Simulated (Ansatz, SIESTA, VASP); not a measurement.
## One calculation of Mg3Te, 3 ways

```
CELL_PARAMETERS angstrom
-2.13936 2.13936 5.28249
2.13936 -2.13936 5.28249
2.13936 2.13936 -5.28249
ATOMIC_POSITIONS crystal
Te 0.00413 0.99907 0.00223
Mg 0.24899 0.75892 0.50304
Mg 0.75360 0.24635 0.49841
Mg 0.49116 0.51464 0.00388
```

The cell comes from a database or a generator and needn't be the stable form of this composition.

Atoms were shifted at random by some hundredths of an Å from the given cell, which wasn't relaxed again for these runs.

Alike in all runs: task single point; functional PBEsol; k mesh 9 × 9 × 9; occupations fermi-dirac, width 0.05 eV; no spin polarisation; no spin-orbit coupling. Pressure is positive in compression and, in plane waves, holds the error of the finite cutoff.

```tsv
program and potentials	plane-wave cutoff (eV)	notes	pressure (GPa)	largest force (eV/Å)
VASP, PBE PAW files Mg, Te, 520 eV	520	potentials made for PBE; 3 valence electrons an atom on average	-1.00	0.204
Ansatz, all-electron LAPW, scalar-relativistic	-	-	-0.97	0.202
SIESTA, files PseudoDojo sr-pbesol-0.4.1-standard, DZP (energy shift 0.003 Ry; two zetas on semicore shells)	-	atomic basis; 11.5 valence electrons an atom on average	0.23	0.261
```

Force on atom 4 (Mg), eV/Å:

| program and potentials | x | y | z |
| --- | --- | --- | --- |
| VASP, PBE PAW files Mg, Te, 520 eV | -0.155 | 0.133 | 0.014 |
| Ansatz, all-electron LAPW, scalar-relativistic | -0.153 | 0.131 | 0.014 |
| SIESTA, files PseudoDojo sr-pbesol-0.4.1-standard, DZP (energy shift 0.003 Ry; two zetas on semicore shells) | -0.199 | 0.168 | 0.017 |

The pressure spans -1.00 (VASP, PBE PAW files Mg, Te, 520 eV) to 0.23 GPa (SIESTA, files PseudoDojo sr-pbesol-0.4.1-standard, DZP (energy shift 0.003 Ry; two zetas on semicore shells)), with all-electron results at -0.97. Rows in atomic bases carry the error of their basis and grid, which can be large.

Differences between rows come from potentials, basis sets and numerical settings, since the functional is the same but for its coding. Runs on potential files found faulty are left out.
